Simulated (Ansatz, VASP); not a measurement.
# Pt (Pt(110), 7 layers) in two plane-wave programs

One calculation is typed for both programs; each brings its own data sets. How far apart do they land? The cell is taken from a series of runs on this material, whose earlier steps may have relaxed, scaled, displaced or heated it; both programs get it as it stands.

Main program and level: Ansatz 0.2.0; plane waves, with VASP 6.6.1 beside it; PBE.

**1. Set-up**

The cell holds 7 atoms: 7 Pt. Its edges and angles: a = 3.920 Å, b = 2.772 Å, c = 24.316 Å, α = 90.0°, β = 90.0°, γ = 90.0°. Vacuum lies along c.

Coordinates:

```cif
data_structure
_symmetry_space_group_name_H-M 'P 1'
_symmetry_Int_Tables_number 1
_cell_length_a 3.9200
_cell_length_b 2.7719
_cell_length_c 24.3156
_cell_angle_alpha 90.000
_cell_angle_beta 90.000
_cell_angle_gamma 90.000
_cell_volume 264.21
loop_
_atom_site_label
_atom_site_type_symbol
_atom_site_fract_x
_atom_site_fract_y
_atom_site_fract_z
_atom_site_occupancy
Pt1 Pt 0.00000 0.00000 0.33014 1
Pt2 Pt 0.50000 0.50000 0.37989 1
Pt3 Pt 0.00000 0.00000 0.44300 1
Pt4 Pt 0.50000 0.50000 0.50000 1
Pt5 Pt 0.00000 0.00000 0.55700 1
Pt6 Pt 0.50000 0.50000 0.62011 1
Pt7 Pt 0.00000 0.00000 0.66986 1
```

**2. VASP: single point, PBE**

With cell and atoms fixed, the geometry can't cause a difference; cores, projectors, grids and the points listed under the comparison can.

Lines of VASP's logs that name or quote its potential files are left out, and so is its time.

INCAR

```
SYSTEM = Pt
PREC = Accurate
ENCUT = 400
EDIFF = 1E-06
NELM = 120
ISMEAR = -1
SIGMA = 0.1
LREAL = .FALSE.
ALGO = Normal
GGA = PE
NBANDS = 43
LASPH = .TRUE.
LORBIT = 11
LWAVE = .FALSE.
LCHARG = .FALSE.
ISIF = 2
LDIPOL = .TRUE.
IDIPOL = 3
DIPOL = 0.5 0.5 0.5
LVHAR = .TRUE.
GGA_COMPAT = .FALSE.
NELMDL = -8
KPAR = 2
```

POSCAR

```
Pt
1.0
    3.9200000000      0.0000000000      0.0000000000
    0.0000000000      2.7718585823      0.0000000000
    0.0000000000      0.0000000000     24.3155757468
Pt
7
Direct
    0.0000000000      0.0000000000      0.3301402675
    0.5000000000      0.5000000000      0.3798850018
    0.0000000000      0.0000000000      0.4430024070
    0.5000000000      0.5000000000      0.5000000000
    0.0000000000      0.0000000000      0.5569975930
    0.5000000000      0.5000000000      0.6201149982
    0.0000000000      0.0000000000      0.6698597325
```

KPOINTS

```
Automatic mesh
0
Gamma
8 10 1
0 0 0
```

The projector-augmented-wave data sets are Pt (PBE family, release 64).

Started as:

```sh
> mpirun -np 2 vasp_std
```

Numbers of over 12 decimals in the logs are rounded to 6 here.

Log:

```text
[banner, memory and clock lines left out]
running    2 mpi-ranks, on    1 nodes
 distrk:  each k-point on    1 cores,    2 groups
 distr:  one band on    1 cores,    1 groups

 POSCAR found type information on POSCAR Pt
 POSCAR found :  1 types and       7 ions
 LDA part: xc-table for (Slater+PW92), standard interpolation
 POSCAR, INCAR and KPOINTS ok, starting setup
 FFT: planning ... GRIDC
 FFT: planning ... GRID_SOFT
 FFT: planning ... GRID
 WAVECAR not read
 entering main loop
       N       E                     dE             d eps       ncg     rms          rms(c)
DAV:   1     0.421093893428E+03    0.42109E+03   -0.27838E+04  2580   0.115E+03
DAV:   2    -0.170663215034E+02   -0.43816E+03   -0.41125E+03  3247   0.260E+02
DAV:   3    -0.420419624750E+02   -0.24976E+02   -0.23631E+02  3059   0.582E+01
DAV:   4    -0.429436173631E+02   -0.90165E+00   -0.87335E+00  3240   0.107E+01
DAV:   5    -0.429728170728E+02   -0.29200E-01   -0.29071E-01  3225   0.186E+00
DAV:   6    -0.429740328944E+02   -0.12158E-02   -0.12154E-02  3571   0.341E-01
DAV:   7    -0.429740602171E+02   -0.27323E-04   -0.27321E-04  3255   0.505E-02
DAV:   8    -0.429740612877E+02   -0.10706E-05   -0.10701E-05  2902   0.854E-03    0.291E+01
DAV:   9    -0.421522371631E+02    0.82182E+00   -0.13401E+01  2939   0.204E+01    0.224E+01
DAV:  10    -0.523115310277E+02   -0.10159E+02   -0.45548E+01  2988   0.532E+01    0.285E+01
DAV:  11    -0.441766467961E+02    0.81349E+01   -0.33395E+01  3078   0.303E+01    0.151E+01
DAV:  12    -0.409067686455E+02    0.32699E+01   -0.81205E+00  2866   0.227E+01    0.792E+00
DAV:  13    -0.404271443772E+02    0.47962E+00   -0.32073E+00  2957   0.115E+01    0.369E+00
DAV:  14    -0.404004687317E+02    0.26676E-01   -0.53400E-01  2768   0.535E+00    0.255E+00
[...]
DAV:  24    -0.403590176879E+02   -0.16792E-04   -0.30286E-06  1976   0.759E-03    0.510E-03
DAV:  25    -0.403590300205E+02   -0.12333E-04   -0.16672E-06  1899   0.390E-03    0.692E-03
DAV:  26    -0.403590357157E+02   -0.56952E-05   -0.62243E-07  1769   0.394E-03    0.207E-03
DAV:  27    -0.403590412989E+02   -0.55833E-05   -0.12389E-06  1729   0.561E-03    0.454E-03
DAV:  28    -0.403590461203E+02   -0.48214E-05   -0.49128E-07  1665   0.401E-03    0.913E-04
DAV:  29    -0.403590478230E+02   -0.17027E-05   -0.76326E-08  1613   0.871E-04    0.746E-04
DAV:  30    -0.403590491058E+02   -0.12828E-05   -0.59050E-08  1559   0.931E-04    0.245E-04
DAV:  31    -0.403590495652E+02   -0.45940E-06   -0.20385E-08  1571   0.347E-04
   1 F= -.40359050E+02 E0= -.40157137E+02  d E =-.403825E+00
```

OUTCAR, selected parts (step 2):

```text
ion  position               nearest neighbor table
   1  0.000  0.000  0.330-   2 2.69   2 2.69   2 2.69   2 2.69   3 2.74
   2  0.500  0.500  0.380-   1 2.69   1 2.69   1 2.69   1 2.69   3 2.85   3 2.85   3 2.85   3 2.85
                             4 2.92
   3  0.000  0.000  0.443-   1 2.74   5 2.77   4 2.77   4 2.77   4 2.77   4 2.77   2 2.85   2 2.85
                             2 2.85   2 2.85
   4  0.500  0.500  0.500-   3 2.77   5 2.77   3 2.77   5 2.77   3 2.77   5 2.77   3 2.77   5 2.77
                             2 2.92   6 2.92
   5  0.000  0.000  0.557-   7 2.74   3 2.77   4 2.77   4 2.77   4 2.77   4 2.77   6 2.85   6 2.85
                             6 2.85   6 2.85
   6  0.500  0.500  0.620-   7 2.69   7 2.69   7 2.69   7 2.69   5 2.85   5 2.85   5 2.85   5 2.85
                             4 2.92
   7  0.000  0.000  0.670-   6 2.69   6 2.69   6 2.69   6 2.69   5 2.74

  LATTYP: Found a simple orthorhombic cell.
 ALAT       =     2.7718585823
 B/A-ratio  =     1.4142135623
 C/A-ratio  =     8.7723002544

 Subroutine GETGRP returns: Found  8 space group operations
 (whereof  8 operations were pure point group operations)

The static configuration has the point symmetry D_2h.

 Found     30 irreducible k-points:

   k-points           NKPTS =     30   k-points in BZ     NKDIM =     30   number of bands    NBANDS=     43

   dimension x,y,z NGX =    28 NGY =   18 NGZ =  160
   dimension x,y,z NGXF=    56 NGYF=   36 NGZF=  320

   ENCUT  =  400.0 eV  29.40 Ry    5.42 a.u.   6.39  4.52 39.65*2*pi/ulx,y,z

   NELECT =      70.0000    total number of electrons

 k-points in reciprocal lattice and weights: Automatic mesh
   0.00000000  0.00000000  0.00000000       0.013
   0.12500000  0.00000000  0.00000000       0.025
   0.25000000  0.00000000  0.00000000       0.025
   0.37500000  0.00000000  0.00000000       0.025
   0.50000000  0.00000000  0.00000000       0.013
   0.00000000  0.10000000  0.00000000       0.025
   0.12500000  0.10000000  0.00000000       0.050
   0.25000000  0.10000000  0.00000000       0.050
   0.37500000  0.10000000  0.00000000       0.050
[...]
0.37500000  0.50000000  0.00000000       0.025
   0.50000000  0.50000000  0.00000000       0.013

 dipolmoment           0.000000      0.000000     -0.000000 electrons x Angstroem

 average (electrostatic) potential at core
       1 -72.1889       2 -72.7594       3 -72.8643       4 -72.7112       5 -72.8643
       6 -72.7594       7 -72.1889

 E-fermi :   1.2916

 k-point     1 :       0.0000    0.0000    0.0000
  band No.  band energies     occupation
    ...
     32       0.5354      1.99896
     33       0.6605      1.99637
     34       0.9801      1.91497
     35       1.0225      1.87294
     36       1.1465      1.62034
     37       1.4672      0.29442
     38       1.5888      0.09739
     39       1.7783      0.01527
     40       2.8670      0.00000
     41       4.4173      0.00000
    ...

 k-point     2 :       0.1250    0.0000    0.0000
  band No.  band energies     occupation
    ...
     32       0.5295      1.99902
     33       0.5602      1.99867
     34       0.8240      1.98154
     35       1.0772      1.79023
     36       1.2153      1.36402
     37       1.4942      0.23295
     38       1.6280      0.06685
     39       1.6420      0.05841
     40       2.8887      0.00000
     41       3.4596      0.00000
    ...

 k-point     3 :       0.2500    0.0000    0.0000
  band No.  band energies     occupation
    ...
     32       0.5523      1.99877
     33       0.5946      1.99812
     34       0.8581      1.97412
     35       1.0432      1.84602
     36       1.3563      0.68744
     37       1.4970      0.22718
     38       1.5331      0.16398
     39       1.6013      0.08646
     40       1.7424      0.02179
     41       3.1475      0.00000
    ...

  Total        2.0168721     -1.2563214      0.7694166      0.0000000      0.0000000      0.0000000
  in kB       12.2305852     -7.6185032      4.6658467      0.0000000      0.0000000      0.0000000
  external PRESSURE =       3.0926429 kB  Pullay stress =       0.0000000 kB

  energy-cutoff  :      400.00
  volume of cell :      264.21
      direct lattice vectors                 reciprocal lattice vectors
     3.920000000  0.000000000  0.000000000     0.255102041  0.000000000  0.000000000
     0.000000000  2.771858582  0.000000000     0.000000000  0.360768766  0.000000000
     0.000000000  0.000000000 24.315575747     0.000000000  0.000000000  0.041125903

 POSITION                                       TOTAL-FORCE (eV/Angst)
 -----------------------------------------------------------------------------------
      0.00000      0.00000      8.02755         0.000000      0.000000     -0.069951
      1.96000      1.38593      9.23712         0.000000     -0.000000      0.018109
      0.00000      0.00000     10.77186         0.000000     -0.000000     -0.140082
      1.96000      1.38593     12.15779         0.000000     -0.000000     -0.000000
      0.00000      0.00000     13.54372         0.000000     -0.000000      0.140082
      1.96000      1.38593     15.07845         0.000000     -0.000000     -0.018109
      0.00000      0.00000     16.28803        -0.000000     -0.000000      0.069951
 -----------------------------------------------------------------------------------
    total drift:                                0.000000      0.000000      0.000000

  FREE ENERGIE OF THE ION-ELECTRON SYSTEM (eV)
  ---------------------------------------------------
  free  energy   TOTEN  =       -40.3590495652 eV

  energy  without entropy=      -39.9552246619  energy(sigma->0) =      -40.15713711

 vacuum level on the upper side and lower side of the slab         6.554         6.554

 total charge
# of ion       s       p       d       tot
------------------------------------------
    1        0.637   0.409   8.072   9.118
    2        0.639   0.566   8.007   9.212
    3        0.629   0.583   8.019   9.231
    4        0.627   0.576   8.047   9.250
    5        0.629   0.583   8.019   9.231
    6        0.639   0.566   8.007   9.212
    7        0.637   0.409   8.072   9.118
--------------------------------------------------
tot          4.435   3.691  56.245  64.371

[... 3 further parts left out ...]
```

**3. Ansatz: single point, PBE**

Ansatz runs on its default PAW (the set named soft_2) files.

The same cell, functional, mesh and smearing now go to Ansatz, which takes its cutoff from its data sets.

input.yaml

```yaml
crystal:
  lattice:
    - [3.92, 0.0, 0.0]
    - [0.0, 2.7718585823, 0.0]
    - [0.0, 0.0, 24.3155757468]
  atoms:
    - { symbol: Pt, position: [0.0, 0.0, 0.3301402675] }
    - { symbol: Pt, position: [0.5, 0.5, 0.3798850018] }
    - { symbol: Pt, position: [0.0, 0.0, 0.443002407] }
    - { symbol: Pt, position: [0.5, 0.5, 0.5] }
    - { symbol: Pt, position: [0.0, 0.0, 0.556997593] }
    - { symbol: Pt, position: [0.5, 0.5, 0.6201149982] }
    - { symbol: Pt, position: [0.0, 0.0, 0.6698597325] }
kpoints:
  mp_grid: { grid: [8, 10, 1] }
hamiltonian:
  xc: pbe
scf:
  occupations: { method: fermi_dirac, width: 0.1 }
  convergence: { dr2_threshold: 1.0e-08 }
efield:
  axis: 3
  dipole_correction: true
  ramp_position: 0.97
  ramp_width: 0.04
output:
  write_potential: true
  write_density: true
  volumetric_format: npy
```

Started as:

```sh
> ansatz run input.yaml --threads 8 --pin off --max-ram 16384MiB --backend cpu --events-out ev --progress --plain --runs-dir out
```

Log:

```text
Engine: ansatz 0.2.0, aarch64-unknown-linux-gnu
Pseudopotentials: kind: paw
Pseudopotential: Pt, paw, valence charge 18, recommended cutoff 420 eV (normal), Pt.paw.azcp
Functional definition: PBE
  parameter kappa = 0.804
  parameter beta = 0.066725
  exchange = pbe_x(kappa = kappa, mu = beta*pi^2/3)
  correlation = pbe_c(beta = beta)
Crystal: 7 atoms, lattice volume = 264.205 Å³
Basis set: ecut = 420 eV, 5161 PW (Γ)
Bands: 76, of which v1, the nominal top of the filled ones, is band 63 counted from 1 (62 counted from 0)
Symmetry: 4 space group operations
k-points: 30 of 80
Non-local potential: Pt, projectors of the file, l = 0: 3, l = 1: 2, l = 2: 2, l = 3: 1
PAW form: soft (Blöchl's): semilocal exchange-correlation on the pseudo side does not see the compensation charge
PAW one-centre angular grid: Pt, 590 points (default); XC on 64 Gauss nodes
Initial density: superposition of atomic densities (neutral atoms: chi_scale 0, normalization atom), corrected by the library's trained network
Initial wavefunctions: pseudopotential atomic-orbital guess
Functional: x = pbe(κ = 0.804, μ = 0.219515), c = pbe(β = 0.066725)
SCF iter   1: F=—  HF=-87658.811226 eV  |F-HF|=—  |Δ(HF+E_count)|=         —  Δρ=1.12e-2  dr2=2.80e0  ethr=1.77e-3  p=-0.000 e·Å  D=-4.18e-5 V/Å  ΔV_dip=0.00 eV  dr2_dipole=2.60e-6  V_vac-E_F(+/−)=4.98/4.98 eV  ⟨swp⟩=7.6  Hψ=9660  notcnv=0  defer=30
efield: sawtooth ramp at fractional position 0.9700 (set: `efield.ramp_position`, or a place that a band, a saddle search or an elastic batch's reference lends), width 0.0400; the density the first Hamiltonian is built on has a dipole p = -0.000 e·Å; the dipole correction subtracts the counter field D = -4.18e-5 V/Å, which shifts the + side's vacuum level by +0.00 eV against the − side's; the planar-averaged density in the ramp window peaks in size at 1.1e-5 e/Å³
preconditioner: auto → LDOS  [metal: Δε(μ)=0.017 eV  Ē_g=7.322 eV  σ=0.100 eV  W_gap=0.04  n_scr=58 (ndim 8)  ℏωp=19.1 eV  f_vac=0.540  D(μ)=11.78/eV (n_scr^D=104)  β→1.0]
SCF iter   2: F=—  HF=-87658.756295 eV  |F-HF|=—  |Δ(HF+E_count)|=   5.49e-2  Δρ=4.12e-3  dr2=7.87e-2  ethr=1.77e-3  p=-0.000 e·Å  D=-5.10e-5 V/Å  ΔV_dip=0.00 eV  dr2_dipole=7.26e-5  V_vac-E_F(+/−)=5.24/5.24 eV  ⟨swp⟩=2.3  Hψ=2736  notcnv=0  defer=65
SCF iter   3: F=—  HF=-87658.756156 eV  |F-HF|=—  |Δ(HF+E_count)|=   1.39e-4  Δρ=1.78e-3  dr2=4.72e-2  ethr=6.25e-5  p=0.000 e·Å  D=5.78e-6 V/Å  ΔV_dip=-0.00 eV  dr2_dipole=5.11e-6  V_vac-E_F(+/−)=5.21/5.21 eV  ⟨swp⟩=2.0  Hψ=3451  notcnv=0  defer=73
SCF iter   4: F=—  HF=-87658.752414 eV  |F-HF|=—  |Δ(HF+E_count)|=   3.74e-3  Δρ=6.67e-4  dr2=2.10e-3  ethr=3.75e-5  p=-0.000 e·Å  D=-7.10e-6 V/Å  ΔV_dip=0.00 eV  dr2_dipole=2.31e-6  V_vac-E_F(+/−)=5.26/5.26 eV  ⟨swp⟩=2.0  Hψ=3267  notcnv=0  defer=73
SCF iter   5: F=—  HF=-87658.752192 eV  |F-HF|=—  |Δ(HF+E_count)|=   2.22e-4  Δρ=3.07e-4  dr2=6.00e-4  ethr=1.67e-6  p=-0.000 e·Å  D=-3.48e-6 V/Å  ΔV_dip=0.00 eV  dr2_dipole=5.77e-7  V_vac-E_F(+/−)=5.26/5.26 eV  ⟨swp⟩=2.7  Hψ=3743  notcnv=0  defer=73
SCF iter   6: F=—  HF=-87658.752154 eV  |F-HF|=—  |Δ(HF+E_count)|=   3.83e-5  Δρ=1.40e-4  dr2=1.15e-4  ethr=4.76e-7  p=0.000 e·Å  D=1.97e-7 V/Å  ΔV_dip=-0.00 eV  dr2_dipole=6.61e-9  V_vac-E_F(+/−)=5.26/5.26 eV  ⟨swp⟩=1.4  Hψ=2347  notcnv=0  defer=73
SCF iter   7: F=—  HF=-87658.752152 eV  |F-HF|=—  |Δ(HF+E_count)|=   2.24e-6  Δρ=2.89e-5  dr2=5.51e-6  ethr=9.14e-8  p=0.000 e·Å  D=5.61e-7 V/Å  ΔV_dip=-0.00 eV  dr2_dipole=5.05e-9  V_vac-E_F(+/−)=5.26/5.26 eV  ⟨swp⟩=2.0  Hψ=3232  notcnv=0  defer=73
SCF iter   8: F=—  HF=-87658.752569 eV  |F-HF|=—  |Δ(HF+E_count)|=   4.17e-4  Δρ=1.05e-5  dr2=8.86e-7  ethr=4.38e-9  p=0.000 e·Å  D=8.12e-7 V/Å  ΔV_dip=-0.00 eV  dr2_dipole=4.73e-9  V_vac-E_F(+/−)=5.26/5.26 eV  ⟨swp⟩=2.5  Hψ=3785  notcnv=0  defer=67
SCF iter   9: F=—  HF=-87658.752569 eV  |F-HF|=—  |Δ(HF+E_count)|=   2.98e-7  Δρ=2.69e-6  dr2=5.07e-8  ethr=7.03e-10  p=0.000 e·Å  D=6.31e-7 V/Å  ΔV_dip=-0.00 eV  dr2_dipole=6.03e-10  V_vac-E_F(+/−)=5.26/5.26 eV  ⟨swp⟩=2.7  Hψ=3780  notcnv=0  defer=67
SCF iter  10: F=-87658.752569 eV  HF=-87658.752569 eV  |F-HF|=7.28e-11  |Δ(HF+E_count)|=   2.67e-8  Δρ=9.59e-7  dr2=4.06e-9  ethr=7.94e-12  p=0.000 e·Å  D=5.43e-7 V/Å  ΔV_dip=-0.00 eV  dr2_dipole=2.40e-10  V_vac-E_F(+/−)=5.26/5.26 eV  ⟨swp⟩=12.1  Hψ=7190  notcnv=0
SCF 1 converged in 10 iterations: F = -87658.752569 eV  dr2 = 4.06e-9
  greatest PAW one-centre occupation: 1.000 electrons in one spin orbital (limit 2), on the Pt atom at site 1 (counted from 0), in its partial waves of l = 0
WARN: The output density's exchange-correlation potential varies sharply where the density is thin. Do not read a vacuum level from v_tot or v_xc, or from such a field of the output density. On a cell that repeats whose density bears no net charge and no dipole along the vacuum's axis use v_es (v_loc + v_h of the components); under efield.dipole_correction with no amplitude use v_es + v_field, which holds any externa [...]
SCF converged after 10 iterations
Free energy (F): -87658.752569 eV
Harris-Foulkes:  -87658.752569 eV  (|F-HF|=7.28e-11)
Internal energy: -87658.351167 eV  (E = F + TS)
E sigma→0 (E₀):  -87658.551868 eV
Entropy (-TS):   -0.401402 eV (-57.343 meV/atom)
Fermi energy:    6.147093 eV
Dipole field:    D = -0.000018 V/Å  (p = -0.000026 e·Å, saw-weighted, corrected)
Work function:   Φ+ = 5.2614 eV   Φ− = 5.2610 eV
Levels:          The Fermi level and band energies are counted from a zero that moves with the ramp; work functions are not
--- Per-component energies (eV) ---
  E_band       = -3032.194868
  E_kinetic    = 4460.417282
  E_local      = -201905.071637  (includes V_loc(G=0)·N_el)
  E_nonlocal   = 1401.275019
  E_hartree    = 98573.346617
  E_xc         = -1828.789071
  E_vxc        = -2114.637997  (∫ρ·V_xc dr)
  E_paw        = -66178.843673  (= ΣΔE_a)
  E_vpaw       = -2020.872170  (= ΣTr[D̂ρ^β])
  E_aug_tail   = 0.001382  (compensation charges beyond the density's cutoff)
  E_efield     = 0.000000  (sawtooth field / dipole correction)
  E_vefield    = 0.000538  (∫n·V_field dr)
  E_ewald      = 77819.312915
  E_smearing   = -0.401402  (= −TS)
  E_closure    = -0.000000  (closes the sum)
  Σ components = -87658.752569   (vs F -87658.752569, Δ=0.00e0)
--- Band table (eV; the first three rows and the last of 30) ---
  k-point 0: bands = [... 59 lower, 5.3829, 5.5120, 5.8391, 5.8748, 6.0008, 6.3182, 6.4519, 6.6404, ... 9 higher]
  k-point 1: bands = [... 59 lower, 5.2329, 5.5879, 5.6797, 5.8135, 6.0318, 6.1528, 6.4440, 6.6223, ... 9 higher]
  k-point 2: bands = [... 59 lower, 5.2385, 5.6016, 5.6156, 5.7287, 5.8735, 6.5142, 6.5969, 6.7729, ... 9 higher]
  k-point 29: bands = [... 59 lower, 6.2147, 6.2721, 6.3203, 6.4722, 6.9751, 7.2413, 9.3124, 9.5390, ... 9 higher]
```

In the SCF lines HF is the Harris–Foulkes energy and dr2 the Hartree energy of the density residual, in eV; the loop may stop once dr2 is under the threshold and the program's other checks hold. Hψ counts applications of the Hamiltonian.

**4. Differences**

Known differences besides the potentials themselves: the data sets hold 126 valence electrons in Ansatz (on its default PAW (the set named soft_2) files) and 70 in VASP; the cutoff is 420 eV in Ansatz and 400 eV in VASP. Total energies have different zeros and are not compared.

Compared:

```tsv
quantity	Ansatz	VASP	difference
work function, lower of the two faces (eV)	5.26	5.26	0.00
work function, higher of the two faces (eV)	5.26	5.26	0.00
```

Where the cell holds vacuum, a pressure given here is an average over it and none of the material.

**5. Results**

* difference in work function, lower of the two faces (single point, PBE): -0.0014 eV

**Reading.** The difference in work function, lower of the two faces is -0.0014 eV (single point, PBE). The data sets hold unlike numbers of valence electrons (126 in Ansatz and 70 in VASP), so part of the differences may come from the potentials. How closely two codes agree says nothing of how well the functional describes the real material.

[Lines on the potential files, build, host, timing and source positions are cut from VASP's logs without a mark.]

[Logs are printed without paths, hosts, clocks, repeated set-up lines and the standing remarks that a program may print on its own settings, such as how far it seeks lower states.]

[Hosts, paths, dates, database ids (printed as entryN), source tags and the programs' standing remarks are cut or masked in the printed files.]
